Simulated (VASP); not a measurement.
# TaTe (Pm-3m) in VASP: settings compared

Aim: see how the results for TaTe move with the level of theory and the settings. Levels: PBE, PBEsol. Tasks: RPA correlation energy, optical spectrum.

All numbers are computed with VASP 6.6.1; they aren't measurements. Logs are shortened: lines on timing, memory, paths and dates and some standing lists are left out, and cuts for length are marked.

## (1) The structure

The structure is cubic, space group Pm-3m (No. 221). The conventional cell has a = 3.420 Å, b = 3.420 Å, c = 3.420 Å, α = 90.00°, β = 90.00°, γ = 90.00°. Ta (site symmetry m-3m) has 8 Te at 2.96 Å as nearest neighbours. Te (site symmetry m-3m) has 8 Ta at 2.96 Å as nearest neighbours.

The cell was built by a generator and needn't be a form met in nature.

## (2) RPA correlation energy, PBE (volume scaled by 1.04)

POSCAR

```
TaTe
1.0
    3.4650963454      0.0000000000      0.0000000000
    0.0000000000      3.4650963454      0.0000000000
    0.0000000000      0.0000000000      3.4650963454
Ta Te
1 1
Direct
    0.5000000000      0.5000000000      0.5000000000
    0.0000000000      0.0000000000      0.0000000000
```

INCAR.step1

```
SYSTEM = TaTe
  PREC = Accurate
  ENCUT = 350
  EDIFF = 1E-8
  ISMEAR = 0
  SIGMA = 0.05
  LREAL = .FALSE.
  LASPH = .TRUE.
  NELM = 60
  ALGO = Normal
  LWAVE = .TRUE.
  LCHARG = .FALSE.
  GGA = PE
```

INCAR.step2

```
SYSTEM = TaTe
  PREC = Accurate
  ENCUT = 350
  EDIFF = 1E-8
  ISMEAR = 0
  SIGMA = 0.05
  LREAL = .FALSE.
  LASPH = .TRUE.
  NELM = 1
  ALGO = EIGENVAL
  LWAVE = .FALSE.
  LCHARG = .FALSE.
  GGA = PE
  LHFCALC = .TRUE.
  AEXX = 1.0
  ALDAC = 0.0
  AGGAC = 0.0
  ISTART = 1
  PRECFOCK = Fast
```

INCAR.step3

```
SYSTEM = TaTe
  PREC = Accurate
  ENCUT = 350
  EDIFF = 1E-8
  ISMEAR = 0
  SIGMA = 0.05
  LREAL = .FALSE.
  LASPH = .TRUE.
  NELM = 1
  ALGO = Exact
  LWAVE = .TRUE.
  LCHARG = .FALSE.
  GGA = PE
  NBANDS = 630
  LOPTICS = .TRUE.
  ISTART = 1
```

INCAR.step4

```
SYSTEM = TaTe
  PREC = Accurate
  ENCUT = 350
  EDIFF = 1E-8
  ISMEAR = 0
  SIGMA = 0.05
  LREAL = .FALSE.
  LASPH = .TRUE.
  NELM = 60
  ALGO = ACFDT
  LWAVE = .FALSE.
  LCHARG = .FALSE.
  GGA = PE
  NBANDS = 630
  ENCUTGW = 200
  NOMEGA = 12
  ISTART = 1
  PRECFOCK = Fast
```

KPOINTS

```
regular mesh
0
G
  4 4 4
  0 0 0
```

Potentials or basis: VASP PAW PBE potentials, release 64 (Ta_sv_GW, Te_GW).

The run is started by

```
$ cat potpaw_PBE.64/Ta_sv_GW/POTCAR potpaw_PBE.64/Te_GW/POTCAR > POTCAR
$ cp INCAR.step1 INCAR
$ mpirun -np 1 vasp_std > vasp.out
$ cp INCAR.step2 INCAR
$ mpirun -np 1 vasp_std > vasp.out
$ cp INCAR.step3 INCAR
$ mpirun -np 1 vasp_std > vasp.out
$ cp INCAR.step4 INCAR
$ mpirun -np 1 vasp_std > vasp.out
```

OUTCAR:

```text
SYSTEM = TaTe
   PREC = Accurate
   ENCUT = 350
   EDIFF = 1E-8
   ISMEAR = 0
   LREAL = .FALSE.
   LASPH = .TRUE.
   NELM = 60
   GGA = PE
   ENCUTGW = 200
   ISTART = 1
   PRECFOCK = Fast

 ion  position               nearest neighbor table
   1  0.500  0.500  0.500-   2 3.00   2 3.00   2 3.00   2 3.00   2 3.00   2 3.00   2 3.00   2 3.00

   2  0.000  0.000  0.000-   1 3.00   1 3.00   1 3.00   1 3.00   1 3.00   1 3.00   1 3.00   1 3.00

  LATTYP: Found a simple cubic cell.
 ALAT       =     3.4650963454

  Lattice vectors:

 A1 = (   3.4650963454,   0.0000000000,   0.0000000000)
 A2 = (   0.0000000000,   3.4650963454,   0.0000000000)
 A3 = (   0.0000000000,   0.0000000000,   3.4650963454)

Analysis of symmetry for initial positions (statically):
=====================================================================
 Subroutine PRICEL returns:
 Original cell was already a primitive cell.

 Routine SETGRP: Setting up the symmetry group for a
 simple cubic supercell.

 Subroutine GETGRP returns: Found 48 space group operations
 (whereof 48 operations were pure point group operations)
 out of a pool of 48 trial point group operations.

The static configuration has the point symmetry O_h .

Analysis of symmetry for dynamics (positions and initial velocities):
=====================================================================
 Subroutine PRICEL returns:
 Original cell was already a primitive cell.

 Routine SETGRP: Setting up the symmetry group for a
 simple cubic supercell.

 Subroutine GETGRP returns: Found 48 space group operations
 (whereof 48 operations were pure point group operations)
 out of a pool of 48 trial point group operations.

The dynamic configuration has the point symmetry O_h .

 Subroutine INISYM returns: Found 48 space group operations
 (whereof 48 operations are pure point group operations),
 and found     1 'primitive' translations

----------------------------------------------------------------------------------------

                                     Primitive cell

  volume of cell :      41.6050

  direct lattice vectors                    reciprocal lattice vectors
     3.465096345  0.000000000  0.000000000     0.288592264  0.000000000  0.000000000
     0.000000000  3.465096345  0.000000000     0.000000000  0.288592264  0.000000000
     0.000000000  0.000000000  3.465096345     0.000000000  0.000000000  0.288592264

  length of vectors
     3.465096345  3.465096345  3.465096345     0.288592264  0.288592264  0.288592264

  position of ions in fractional coordinates (direct lattice)
     0.500000000  0.500000000  0.500000000
     0.000000000  0.000000000  0.000000000

  ion indices of the primitive-cell ions
   primitive index   ion index
                 1           1
                 2           2

----------------------------------------------------------------------------------------

 KPOINTS: regular mesh

Automatic generation of k-mesh.
 Grid dimensions read from file:
 generate k-points for:    4    4    4

 Generating k-lattice:

  Cartesian coordinates                     Fractional coordinates (reciprocal lattice)
     0.072148066  0.000000000  0.000000000     0.250000000  0.000000000  0.000000000
     0.000000000  0.072148066  0.000000000     0.000000000  0.250000000  0.000000000
     0.000000000  0.000000000  0.072148066     0.000000000  0.000000000  0.250000000

  Length of vectors
     0.072148066  0.072148066  0.072148066

  Shift w.r.t. Gamma in fractional coordinates (k-lattice)
     0.000000000  0.000000000  0.000000000

 Subroutine IBZKPT returns following result:
 ===========================================

 Found     10 irreducible k-points:

 Following reciprocal coordinates:
            Coordinates               Weight
  0.000000  0.000000  0.000000      1.000000
  0.250000  0.000000  0.000000      6.000000
  0.500000  0.000000  0.000000      3.000000
  0.250000  0.250000  0.000000     12.000000
  0.500000  0.250000  0.000000     12.000000
  0.500000  0.500000  0.000000      3.000000
  0.250000  0.250000  0.250000      8.000000
  0.500000  0.250000  0.250000     12.000000
  0.500000  0.500000  0.250000      6.000000
  0.500000  0.500000  0.500000      1.000000
   k-points           NKPTS =     10   k-points in BZ     NKDIM =     64   number of bands    NBANDS=    630
   number of dos      NEDOS =    301   number of ions     NIONS =      2
   total plane-waves  NPLWV =  13824
   dimension x,y,z NGX =    24 NGY =   24 NGZ =   24
   dimension x,y,z NGXF=    48 NGYF=   48 NGZF=   48
   ions per type =               1   1
   NGX,Y,Z   is equivalent  to a cutoff of  11.51, 11.51, 11.51 a.u.
   NGXF,Y,Z  is equivalent  to a cutoff of  23.03, 23.03, 23.03 a.u.
 SYSTEM =  TaTe
   PREC   = accura    normal or accurate (medium, high low for compatibility)
   ISTART =      1    job   : 0-new  1-cont  2-samecut
   ICHARG =      0    charge: 1-file 2-atom 10-const
   ISPIN  =      1    spin polarized calculation?
   LNONCOLLINEAR =      F non collinear calculations
   LSORBIT =      F    spin-orbit coupling
   LASPH  =      T    aspherical Exc in radial PAW
   ENCUT  =  350.0 eV  25.72 Ry    5.07 a.u.   5.29  5.29  5.29*2*pi/ulx,y,z
   NELM   =     60;   NELMIN=  2; NELMDL=  0     # of ELM steps
   EDIFF  = 0.1E-07   stopping-criterion for ELM
   LREAL  =      F    real-space projection
   EDIFFG = 0.1E-06   stopping-criterion for IOM
   NSW    =      0    number of steps for IOM
   IBRION =     -1    ionic relax: 0-MD 1-quasi-New 2-CG
   NFREE  =      0    steps in history (QN), initial steepest desc. (CG)
   ISIF   =      0    stress and relaxation
   ISYM   =      3    0-nonsym 1-usesym 2-fastsym
   POTIM  = 0.5000    time-step for ionic-motion
   TEBEG  =    0.0;   TEEND  =   0.0 temperature during run
   PSTRESS=    0.0 pullay stress
   NELECT =      19.0000    total number of electrons
   NUPDOWN=      -1.0000    fix difference up-down
   EMIN   =  10.00;   EMAX   =-10.00  energy-range for DOS
   EFERMI =   0.00;   METHOD = LEGACY
   ISMEAR =     0;   SIGMA  =   0.05  broadening in eV -4-tet -1-fermi 0-gaus
   EFERMI_NEDOS =   21; number of points for ismear=-14 and -15
   IALGO  =     38    algorithm
   IMIX   =      4    mixing-type and parameters
     AMIX     =   0.40;   BMIX     =  1.00
     AMIX_MAG =   1.60;   BMIX_MAG =  1.00
  volume/ion in A,a.u.               =      20.80       140.38
  Fermi-wavevector in a.u.,A,eV,Ry     =   1.260697  2.382372 21.624514  1.589357
  Thomas-Fermi vector in A             =   2.394194
   LORBIT       =      0    0 simple, 1 ext, 2 COOP (PROOUT), +10 PAW based schemes
   GGA     = PE    functional components
   LHFCALC =     T    Hartree Fock is set to
   PRECFOCK=fast      Normal, Fast or Accurate (Low or Medium for compatibility)
   ENCUT4O =  -1.0   cutoff for four orbital integrals eV
   NKREDX  =     1    reduce k-point grid by
   NKREDY  =     1    reduce k-point grid by
   NKREDZ  =     1    reduce k-point grid by
   AEXX    =    1.0000 exact exchange contribution
   HFSCREEN=    0.0000 screening length (either q_TF or 0.3 A-1)
   HFSCREENC=   0.0000 screening length for correlation (either q_TF or 0.3 A-1)
   ENCUTFOCK=  -1.0 apply spherical cutoff to Coloumb kernel
   IVDW    =     0    specifies the selected vdW correction
   LEPSILON=     F    determine dielectric tensor
   LRPA    =     F    only Hartree local field effects (RPA)
   LRPAFORCE           =     F    calculate RPA forces
   ENCUTGW             = 200.0    cutoff for response function in eV
   ENCUTGWSOFT         = 160.0    soft cutoff for Coulomb kernel in GW response function in eV
   ENCUTLF             =  -1.0    cutoff for local field effects
   NELMGW              =     1    number of iterations in solving QP/BSE equation
   NELMHF              =     1    number of iterations in the inner HF iteration
   NKREDLFX            =     1    NKREDLFY  =   1   NKREDLFZ  =   1
 non-spin polarized calculation
 Gauss-broadening in eV      SIGMA  =   0.05
  energy-cutoff  :      350.00
  volume of cell :       41.61
 maximum number of plane-waves:       630
 NGX is ok and might be reduce to    24
  NGX = 12; NGY = 12; NGZ = 12
   NGX = 11   NGY = 11   NGZ = 11
 maximum number of plane-waves:       280

      cutoff energy     smooth cutoff   RPA   correlation   Hartree contr. to MP2
---------------------------------------------------------------------------------
            200.000           160.000      -28.1323745993      -71.5705557823
            190.476           152.381      -27.9200516599      -71.3358358856
            181.406           145.125      -27.7002993264      -71.0915859986
            172.768           138.214      -27.4771923184      -70.8422428364
            164.541           131.632      -27.2482121463      -70.5848585880
            156.705           125.364      -27.0136460515      -70.3196930614
            149.243           119.394      -26.7736145361      -70.0465728566
            142.136           113.709      -26.5327949391      -69.7705849860
  linear regression
  converged value                          -30.4822841312      -74.2206273421
```

Wall time 16 min (1 thread of AMD EPYC 9R45 (Zen 5), shared host); peak memory 0.58 GiB.

What came out:

```yaml
Band_gap_on_the_k_mesh_mean-field_level: none (metal or under the smearing width)
RPA_correlation_energy: -15.241 eV/atom
RPA_total_energy_per_cell: -57.594 eV
RPA_correlation_energy_per_cell: -30.482 eV
```

Caveat: the k mesh is coarse (spacing up to 0.45 Å⁻¹), so the values aren't converged; the ground state has no gap, which makes the many-body step unreliable.

## (3) Optical spectrum, PBEsol

INCAR

```
SYSTEM = TaTe
PREC = Accurate
ENCUT = 520
EDIFF = 1E-6
ISMEAR = 0
SIGMA = 0.02
LREAL = .FALSE.
LASPH = .TRUE.
NELM = 80
ALGO = Fast
ISIF = 2
LWAVE = .FALSE.
LCHARG = .FALSE.
GGA = PS
LOPTICS = .TRUE.
NBANDS = 32
NEDOS = 1000
CSHIFT = 0.1
```

KPOINTS

```
Automatic mesh
0
G
  8 8 8
  0 0 0
```

POSCAR

```
TaTe
1.0
    3.4200900000      0.0000000000      0.0000000000
    0.0000000000      3.4200900000      0.0000000000
    0.0000000000      0.0000000000      3.4200900000
Ta Te
1 1
Direct
    0.5000000000      0.5000000000      0.5000000000
    0.0000000000      0.0000000000      0.0000000000
```

Potentials or basis: VASP PAW PBE potentials, release 64 (Ta_pv, Te).

The run is started by

```
$ cat potpaw_PBE.64/Ta_pv/POTCAR potpaw_PBE.64/Te/POTCAR > POTCAR
$ mpirun -np 1 vasp_std > vasp.out
```

OUTCAR:

```text
SYSTEM = TaTe
   PREC = Accurate
   ENCUT = 520
   EDIFF = 1E-6
   ISMEAR = 0
   LREAL = .FALSE.
   LASPH = .TRUE.
   NELM = 80
   ISIF = 2
   GGA = PS

 ion  position               nearest neighbor table
   1  0.500  0.500  0.500-   2 2.96   2 2.96   2 2.96   2 2.96   2 2.96   2 2.96   2 2.96   2 2.96

[... 900 lines left out ...]
     3.11253     8.23918     8.23918     8.23918     0.00000     0.00000    -0.00000
     3.89067    -4.29428    -4.29428    -4.29428     0.00000     0.00000    -0.00000
[... 92 lines left out ...]
    76.25707     0.87215     0.87215     0.87215    -0.00000     0.00000    -0.00000
    77.03520     0.87534     0.87534     0.87534    -0.00000     0.00000    -0.00000

  frequency dependent IMAGINARY DIELECTRIC FUNCTION (independent particle, no local field effects) current-current
     E(ev)      X         Y         Z        XY        YZ        ZX
  --------------------------------------------------------------------------------------------------------------
     0.00000   159.82770   159.82770   159.82770    -0.00000    -0.00000     0.00000
     0.77813    84.60466    84.60466    84.60466    -0.00000     0.00000    -0.00000
     1.55627    21.83844    21.83844    21.83844    -0.00000    -0.00000    -0.00000
     2.33440    25.89712    25.89712    25.89712     0.00000     0.00000    -0.00000
     3.11253    20.41434    20.41434    20.41434    -0.00000    -0.00000     0.00000
     3.89067    18.45329    18.45329    18.45329    -0.00000    -0.00000     0.00000
[... 92 lines left out ...]
    76.25707     0.00008     0.00008     0.00008    -0.00000     0.00000    -0.00000
    77.03520     0.00008     0.00008     0.00008    -0.00000     0.00000    -0.00000

  frequency dependent      REAL DIELECTRIC FUNCTION (independent particle, no local field effects) current-current
     E(ev)        X           Y           Z          XY          YZ          ZX
  --------------------------------------------------------------------------------------------------------------
     0.00000    46.62663    46.62663    46.62663     0.00000     0.00000     0.00000
     0.77813    47.62303    47.62303    47.62303     0.00000     0.00000     0.00000
     1.55627     3.29796     3.29796     3.29796    -0.00000     0.00000    -0.00000
     2.33440     7.76074     7.76074     7.76074     0.00000     0.00000    -0.00000
     3.11253     6.99956     6.99956     6.99956    -0.00000    -0.00000     0.00000
     3.89067    -5.19219    -5.19219    -5.19219     0.00000    -0.00000    -0.00000
[... 92 lines left out ...]
    76.25707     0.87227     0.87227     0.87227     0.00000     0.00000     0.00000
    77.03520     0.87547     0.87547     0.87547     0.00000     0.00000     0.00000
```

OSZICAR:

```text
N       E                     dE             d eps       ncg     rms          rms(c)
DAV:   1     0.128793801049E+03    0.12879E+03   -0.64895E+03  2248   0.472E+02
DAV:   2    -0.110955557333E+02   -0.13989E+03   -0.13172E+03  2584   0.173E+02
DAV:   3    -0.163260788055E+02   -0.52305E+01   -0.51713E+01  2864   0.300E+01
DAV:   4    -0.163555101994E+02   -0.29431E-01   -0.29425E-01  2552   0.242E+00
DAV:   5    -0.163558314020E+02   -0.32120E-03   -0.32120E-03  2736   0.237E-01    0.131E+01
RMM:   6    -0.158934259061E+02    0.46241E+00   -0.15128E-01  2532   0.151E+00    0.632E+00
RMM:   7    -0.158351955420E+02    0.58230E-01   -0.38052E-02  2476   0.740E-01    0.222E+00
RMM:   8    -0.158283661819E+02    0.68294E-02   -0.84932E-03  2563   0.322E-01    0.350E-01
RMM:   9    -0.158282349506E+02    0.13123E-03   -0.10053E-03  2667   0.127E-01    0.593E-02
RMM:  10    -0.158282282138E+02    0.67368E-05   -0.16831E-04  2882   0.487E-02    0.576E-02
RMM:  11    -0.158282262256E+02    0.19882E-05   -0.19849E-05  2882   0.161E-02    0.220E-02
RMM:  12    -0.158282267129E+02   -0.48728E-06   -0.47145E-06  2746   0.767E-03
   1 F= -.15828227E+02 E0= -.15827609E+02  d E =-.123622E-02
 imaginary and real dielectric function
```

Wall time 28 s (1 thread of Intel Xeon Platinum 8559C (Emerald Rapids), shared host); peak memory 0.21 GiB.

Results:

```
Free energy            : -15.8282 eV
Pressure               : -5.3 GPa
Band gap on the k mesh : none (metal or under the smearing width)
```

Dielectric function (mean over the directions given):
```tsv
energy (eV)	real part	imaginary part
0.31	63.36	15.12
1.32	7.47	33.97
2.33	9.79	25.09
3.35	8.45	26.10
4.44	-4.19	16.34
5.45	-2.17	10.12
6.46	-6.72	9.54
7.55	-0.76	5.65
8.56	-3.44	5.55
9.57	-5.17	3.55
10.66	-3.92	2.45
11.67	-2.88	1.15
12.68	-1.99	0.96
13.77	-1.09	0.49
14.78	-0.84	0.59
15.80	-0.59	0.67
16.89	-0.49	0.35
17.90	-0.36	0.31
18.91	-0.12	0.17
20.00	0.09	0.16
```

Caveat: spectra need much finer meshes, so this one isn't converged; independent-particle spectra lack excitons; the intraband (Drude) part of a metal's response may be missing; the PAW data sets were made with another functional, which shifts forces and pressure a little. Spin-orbit coupling is left out, which matters for the levels of Ta, Te.

## (4) For comparison

An earlier run on the cell as given: functional PBE; potentials or basis VASP PAW PBE potentials, release 64 (Ta_pv, Te); cutoff 520 eV; k mesh 8 × 8 × 8; occupations fermi-dirac, width 0.05 eV; no spin polarisation.

- Pressure: 0.1 GPa
- Band gap on the k mesh: none (metal or under the smearing width)

## (5) The runs side by side

```csv
task,level,potentials or basis,cell,k mesh,cutoff (eV),smearing,cutoff of the response function,frequency points,mesh quality,gap on the mesh (eV),pressure (GPa)
RPA correlation energy,PBE,"VASP PAW PBE potentials, release 64 (Ta_sv_GW, Te_GW)",volume scaled by 1.04,4 × 4 × 4,350,gaussian 0.05 eV,200,12,coarse,-,-
optical spectrum,PBEsol,"VASP PAW PBE potentials, release 64 (Ta_pv, Te)",as given,8 × 8 × 8,520,gaussian 0.02 eV,-,-,not flagged,none,-5.3
single point,PBE,"VASP PAW PBE potentials, release 64 (Ta_pv, Te)",as given,8 × 8 × 8,520,fermi-dirac 0.05 eV,-,-,not flagged,none,0.1
```

Alike in all rows: no spin polarisation.

Caveats: some runs use coarse meshes; the ground state has no gap, which makes the many-body step unreliable (some runs); spectra need much finer meshes, so this one isn't converged (some runs); independent-particle spectra lack excitons (some runs); the intraband (Drude) part of a metal's response may be missing (some runs); the PAW data sets were made with another functional, which shifts forces and pressure a little (some runs).

Total energies depend on the potentials used, so only differences within one code and one set of settings carry meaning.
